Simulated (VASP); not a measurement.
Data:

```xyz
3
Lattice="0.0000 2.7339 2.7339 2.7339 0.0000 2.7339 2.7339 2.7339 0.0000" Properties=species:S:1:pos:R:3 pbc="T T T"
Ce     0.0000     0.0000     0.0000
O      1.3670     1.3670     1.3670
O      4.1009     4.1009     4.1009
```

The numbers are results of PW91 GGA, VASP's PBE PAW potentials (set 64) (plane waves; VASP 6.6.1), not measurements. Numerical set-up: 520 eV cut-off, 6×6×6 Γ-centred mesh, Gaussian smearing of 0.050 eV, potentials Ce O.

What does the run give for the energy per atom (σ→0)?

| Quantity | Result |
|---|---|
| energy per atom (σ→0) | -8.800 eV/atom |

The absolute energy has meaning only against runs of the same code, potentials and settings.

The compound is CeO2 in the fluorite structure. It was relaxed first. The start is the result of an earlier pass. The run is not spin-polarised, so no magnetic state was tried.
